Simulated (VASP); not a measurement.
TiB2:

```
CELL_PARAMETERS angstrom
3.02920 0.00000 0.00000
-1.51460 2.62336 0.00000
0.00000 0.00000 3.22840
ATOMIC_POSITIONS crystal
Ti 0.00000 0.00000 0.00000
B 0.33333 0.66667 0.50000
B 0.66667 0.33333 0.50000
```

- Program: VASP 6.6.1
- Task: relaxation of cell and atoms
- Functional: PBEsol
- Potentials or basis: VASP PAW PBE potentials, release 64 (Ti_sv, B)
- Cutoff: 520 eV
- k mesh: 15 × 15 × 14
- Occupations: gaussian, width 0.1 eV
- Spin: no spin polarisation

At the start: pressure -4.8 GPa; volume 8.55 Å³/atom.

How do energy, volume and symmetry change on relaxing?

Over 5 steps the energy falls by 3.1 meV/atom and the volume is 8.38 Å³/atom (-2.0 %); space group P6/mmm (No. 191, to 0.05 Å).

Step by step:
| step | energy change (eV) | largest force (eV/Å) | pressure (GPa) | volume (Å³) |
| --- | --- | --- | --- | --- |
| 1 | 0.0000 | 0.0000 | -4.81 | 25.66 |
| 2 | -0.0027 | 0.0000 | 4.75 | 24.71 |
| 3 | -0.0086 | 0.0000 | 0.32 | 25.14 |
| 4 | -0.0094 | 0.0000 | -0.03 | 25.15 |
| 5 | -0.0094 | 0.0000 | -0.02 | 25.15 |

Final structure:
```cif
data_structure
_symmetry_space_group_name_H-M 'P 1'
_symmetry_Int_Tables_number 1
_cell_length_a 3.0191
_cell_length_b 3.0191
_cell_length_c 3.1857
_cell_angle_alpha 90.000
_cell_angle_beta 90.000
_cell_angle_gamma 120.000
_cell_volume 25.15
loop_
_atom_site_label
_atom_site_type_symbol
_atom_site_fract_x
_atom_site_fract_y
_atom_site_fract_z
_atom_site_occupancy
Ti1 Ti 0.00000 0.00000 0.00000 1
B1 B 0.33333 0.66667 0.50000 1
B2 B 0.66667 0.33333 0.50000 1
```

Caveat: the PAW data sets were made with another functional, which shifts forces and pressure a little.
